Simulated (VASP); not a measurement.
VASP ran on this input.

KPOINTS:
```
Automatic mesh
0
Gamma
12 12 12
0 0 0
```

POSCAR:
```
LiF
1
    2.5175805876     0.0000000000    -0.0000000000
    0.0000000000     2.5175805876     0.0000000000
    0.0000000000     0.0000000000     2.5175805876
Li F
1 1
Direct
  0.0000000000   0.0000000000   0.0000000000
  0.5000000000   0.5000000000   0.5000000000
```

INCAR:
```
SYSTEM = LiF
PREC = Accurate
ENCUT = 520
EDIFF = 1E-7
NELM = 100
ALGO = Normal
LREAL = .FALSE.
LASPH = .TRUE.
ISMEAR = -5
GGA = PS
LWAVE = .FALSE.
LCHARG = .TRUE.
LORBIT = 11
NEDOS = 601
ISIF = 2
```

POTCAR, in this order: Li_sv F (PBE.64 set). Program: vasp_std.

Write an equivalent input for Ansatz.

One equivalent input (not run):
Ansatz 0.2 input:
```yaml
crystal:
  lattice:
    - [2.5175806, 0.0000000, 0.0000000]
    - [0.0000000, 2.5175806, 0.0000000]
    - [0.0000000, 0.0000000, 2.5175806]
  atoms:
    - { symbol: Li, position: [0.0000000, 0.0000000, 0.0000000] }
    - { symbol: F, position: [0.5000000, 0.5000000, 0.5000000] }
kpoints:
  mp_grid: { grid: [12, 12, 12] }
hamiltonian:
  xc: pbesol
  pseudopotentials: { kind: paw }
scf:
  occupations: { method: tetrahedron }
  max_iter: 100
output: { forces: true, stress: true, eigenvalues: true }
```
Limits of the translation: each code has its own PAW files, so the cut-off isn't converted (ENCUT is set for VASP's; basis.ecutwfc is left out, and Ansatz then takes the one that its files recommend); Ansatz stops its SCF on the density residual and VASP on the energy change (EDIFF).

The structure was generated: LiF was put into the CsCl type type (Pm-3m), which need not be its known phase. It was relaxed first, which changed the volume by +15 %.
